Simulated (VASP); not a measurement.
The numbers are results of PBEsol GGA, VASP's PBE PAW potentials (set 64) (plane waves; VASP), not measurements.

The input files of a VASP run:

INCAR:
```
SYSTEM = CuI
PREC = Accurate
ENCUT = 400
EDIFF = 1E-7
NELM = 100
ALGO = Normal
LREAL = .FALSE.
LASPH = .TRUE.
ISMEAR = 0
SIGMA = 0.05
GGA = PS
LMAXMIX = 4
LWAVE = .FALSE.
LCHARG = .FALSE.
LORBIT = 11
ICHARG = 11
```

### KPOINTS
```
k-points along high-symmetry lines
15
Line-mode
Reciprocal
  0.000000   0.000000   0.000000 ! GAMMA
 -0.500000  -0.500000   0.000000 ! X

 -0.500000  -0.500000   0.000000 ! X
 -0.375000  -0.375000   0.250000 ! U

 -0.375000  -0.000000   0.375000 ! K
  0.000000   0.000000   0.000000 ! GAMMA

  0.000000   0.000000   0.000000 ! GAMMA
 -0.000000  -0.000000   0.500000 ! L

 -0.000000  -0.000000   0.500000 ! L
 -0.500000  -0.250000   0.250000 ! W

 -0.500000  -0.250000   0.250000 ! W
 -0.500000  -0.500000   0.000000 ! X
```

**POSCAR**
```
CuI
1.0
  0.0000000000   2.9685087804   2.9685087804
  2.9685087804   0.0000000000   2.9685087804
  2.9685087804   2.9685087804   0.0000000000
Cu I
1 1
Cartesian
  0.0000000000   0.0000000000   0.0000000000
  1.4842543902   1.4842543902   1.4842543902
```

POTCAR, in this order: Cu I (PBE.64 set). Program: vasp_std. Read from the step before: CHGCAR.

The run wrote:

### OSZICAR
```
       N       E                     dE             d eps       ncg     rms          rms(c)
DAV:   1     0.979204675614E+02    0.97920E+02   -0.70047E+03  2340   0.124E+03
DAV:   2     0.162909016262E+01   -0.96291E+02   -0.90176E+02  2375   0.250E+02
DAV:   3    -0.522406712698E+01   -0.68532E+01   -0.67147E+01  3149   0.738E+01
DAV:   4    -0.544377139560E+01   -0.21970E+00   -0.21959E+00  3005   0.125E+01
DAV:   5    -0.544977664782E+01   -0.60053E-02   -0.60051E-02  3214   0.207E+00
DAV:   6    -0.545000231852E+01   -0.22567E-03   -0.22567E-03  3211   0.356E-01
DAV:   7    -0.545000455501E+01   -0.22365E-05   -0.22365E-05  3262   0.317E-02
DAV:   8    -0.545000459381E+01   -0.38795E-07   -0.38833E-07  2908   0.419E-03
   1 F= -.54500046E+01 E0= -.54500046E+01  d E =-.842355E-14
```

### OUTCAR
```
 val. band max:        4.9866565663   @ k =   0.0000   0.0000   0.0000

 cond. band min:       6.1838769797   @ k =   0.0000   0.0000   0.0000



 k-point     1 :       0.0000    0.0000    0.0000
  band No.  band energies     occupation
      1      -9.3902      2.00000
      2       1.0426      2.00000
      3       1.0426      2.00000
      4       1.0426      2.00000
      5       2.8379      2.00000
      6       2.8379      2.00000
      7       4.9867      2.00000
      8       4.9867      2.00000
      9       4.9867      2.00000
     10       6.1839      0.00000
     11       9.7425      0.00000
     12       9.7425      0.00000
     13       9.7425      0.00000

 k-point     2 :      -0.0357   -0.0357    0.0000
  band No.  band energies     occupation
      1      -9.3807      2.00000
      2       1.0127      2.00000
      3       1.0414      2.00000
      4       1.0414      2.00000
      5       2.8347      2.00000
      6       2.8391      2.00000
      7       4.8897      2.00000
      8       4.9529      2.00000
      9       4.9529      2.00000
     10       6.3240      0.00000
     11       9.6661      0.00000
     12       9.7976      0.00000
     13       9.7976      0.00000

 k-point     3 :      -0.0714   -0.0714    0.0000
  band No.  band energies     occupation
      1      -9.3526      2.00000
      2       0.9254      2.00000
      3       1.0381      2.00000
      4       1.0381      2.00000
      5       2.8253      2.00000
      6       2.8426      2.00000
      7       4.6831      2.00000
      8       4.8568      2.00000
      9       4.8568      2.00000
     10       6.6547      0.00000
     11       9.4650      0.00000
     12       9.9575      0.00000
     13       9.9575      0.00000

 k-point     4 :      -0.1071   -0.1071    0.0000
  band No.  band energies     occupation
      1      -9.3068      2.00000
      2       0.7874      2.00000
      3       1.0329      2.00000
      4       1.0329      2.00000
...
```

The density is held fixed in this step, so its total energy and stress have no physical meaning. Unless said otherwise, spin-orbit coupling is left out, though it shifts the bands of the heavy elements here.

The compound is CuI in the zinc blende structure. It was relaxed first, which changed the volume by -5 %.
